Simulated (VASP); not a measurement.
The input files of a VASP run:

File POSCAR:
```
PbI2
1
    2.1969044017    -3.8051503170    -0.0000000000
    2.1969044017     3.8051503170     0.0000000000
    0.0000000000    -0.0000000000     6.7043496690
Pb I
1 2
Direct
  1.0000000000   0.0000000000   1.0000000000
  0.3333330000   0.6666670000   0.2837473325
  0.6666670000   0.3333330000   0.7162526675
```

### INCAR
```
SYSTEM = PbI2
PREC = Accurate
ENCUT = 480
EDIFF = 1E-7
NELM = 100
ALGO = Normal
LREAL = .FALSE.
LASPH = .TRUE.
ISMEAR = 0
SIGMA = 0.05
GGA = PS
LMAXMIX = 4
LWAVE = .FALSE.
LCHARG = .FALSE.
ISIF = 3
IBRION = 2
NSW = 40
EDIFFG = -0.01
PSTRESS = 20
```

### KPOINTS
```
Automatic mesh
0
Gamma
6 6 4
0 0 0
```

POTCAR, in this order: Pb_d I (PBE.64 set). Program: vasp_std.

**Question.** Write an equivalent input for Quantum ESPRESSO's pw.x.

**Answer.** One equivalent input (not run):
```
&CONTROL
  calculation = 'vc-relax'
  pseudo_dir = './pseudo'
  outdir = './out'
  tprnfor = .true.
  tstress = .true.
  nstep = 40
  forc_conv_thr = 0.00039
/
&SYSTEM
  ibrav = 0
  nat = 3
  ntyp = 2
  ecutwfc = 70
  occupations = 'smearing'
  smearing = 'gaussian'
  degauss = 0.003675
  input_dft = 'pbesol'
/
&ELECTRONS
  conv_thr = 7.3e-09
  electron_maxstep = 100
/
&IONS
/
&CELL
  press = 20
/
ATOMIC_SPECIES
  Pb 207.200 Pb.upf
  I 126.904 I.upf
CELL_PARAMETERS angstrom
     2.1969044   -3.8051503   -0.0000000
     2.1969044    3.8051503    0.0000000
     0.0000000   -0.0000000    6.7043497
ATOMIC_POSITIONS crystal
  Pb   1.0000000  0.0000000  1.0000000
  I    0.3333330  0.6666670  0.2837473
  I    0.6666670  0.3333330  0.7162527
K_POINTS automatic
  6 6 4 0 0 0
```
The two are equivalent in intent, not identical: the potentials are each code's own (VASP's PAW set, PseudoDojo norm-conserving files in pw.x), so ENCUT and ecutwfc are chosen apart and not converted; conv_thr bounds pw.x's estimated SCF error, while EDIFF bounds the energy change between steps; forc_conv_thr acts on force components and is met together with etot_conv_thr.

The compound is PbI2 in the 1T layered structure. It was relaxed first under an external pressure of 2 GPa.
